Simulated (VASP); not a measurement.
The system is Sb.

```
CELL_PARAMETERS angstrom
2.15420 1.24373 3.75800
-2.15420 1.24373 3.75800
0.00000 -2.48746 3.75800
ATOMIC_POSITIONS crystal
Sb 0.23517 0.23517 0.23517
Sb 0.76483 0.76483 0.76483
```

Base run:

| Property | Result |
| --- | --- |
| Program | VASP 6.6.1 |
| Functional | PBEsol |
| Potentials or basis | VASP PAW PBE potentials, release 64 (Sb) |
| Cutoff | 600 eV |
| k mesh | 9 × 9 × 9 |
| Occupations | fermi-dirac, width 0.05 eV |
| Spin | no spin polarisation |

Its results: band gap on the k mesh 0.03 eV, indirect (least direct gap 0.47 eV); pressure -0.3 GPa; largest force 0.007 eV/Å.

Problem. The run is repeated on the same cell with these changes: functional from PBEsol to LDA; potentials or basis from VASP PAW PBE potentials, release 64 (Sb) to VASP PAW LDA potentials, release 64 (Sb); cutoff from 600 eV to 520 eV. What comes out?

Solution. Band gap on the k mesh 0.06 eV, indirect (least direct gap 0.48 eV); pressure -1.4 GPa; largest force 0.082 eV/Å.

Caveats: spin-orbit coupling is left out, which moves the levels of the heavy elements; an odd mesh through Γ misses points on the zone boundary, where band edges often lie; the PAW data sets were made with another functional, which shifts forces and pressure a little (some runs).

Not every run made on this cell is shown here.
